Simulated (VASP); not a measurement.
A convergence study with VASP on CaSe (rock salt): one setting is varied, all else stays as given below, so the limit is that of these other settings. ε∞ is the independent-particle value.

```yaml
crystal:
  lattice:
    - [0.00000, 2.96000, 2.96000]
    - [2.96000, 0.00000, 2.96000]
    - [2.96000, 2.96000, 0.00000]
  atoms:
    - { symbol: Ca, position: [0.00000, 0.00000, 0.00000] }
    - { symbol: Se, position: [0.50000, 0.50000, 0.50000] }
```

Calculation: PBE GGA, VASP's PBE PAW potentials (set 64) (plane waves; VASP 6.6.1). The tightest run used: 550 eV cut-off, 7×7×7 Γ-centred mesh, Gaussian smearing of 0.050 eV, potentials Ca_sv Se.

**Question.** The settings run are NBANDS = 9; NBANDS = 10; NBANDS = 12; NBANDS = 16; NBANDS = 24; NBANDS = 40; NBANDS = 72; NBANDS = 136. From which on does the mean ε∞ stay within 0.3  of the tightest run?

**Answer.** From NBANDS = 16 on: it is off by 0.22 there and by no more than 0.3 in any finer run, while NBANDS = 12 is off by 1.16.
| setting | mean ε∞ | bands | difference judged () |
|---|---|---|---|
| NBANDS = 9 | 3.08 | 9 | 3.09 |
| NBANDS = 10 | 3.93 | 10 | 2.23 |
| NBANDS = 12 | 5.01 | 12 | 1.16 |
| NBANDS = 16 | 5.95 | 16 | 0.22 |
| NBANDS = 24 | 6.15 | 24 | 0.02 |
| NBANDS = 40 | 6.16 | 40 | 0.00 |
| NBANDS = 72 | 6.17 | 72 | 0.00 |
| NBANDS = 136 | 6.17 | 136 | 0.00 |

Left out are rungs that failed or repeat a setting and relaxations that didn't move; long series are thinned to 24 rows.

The compound is CaSe in the rock salt structure. The cell was not relaxed at this level.
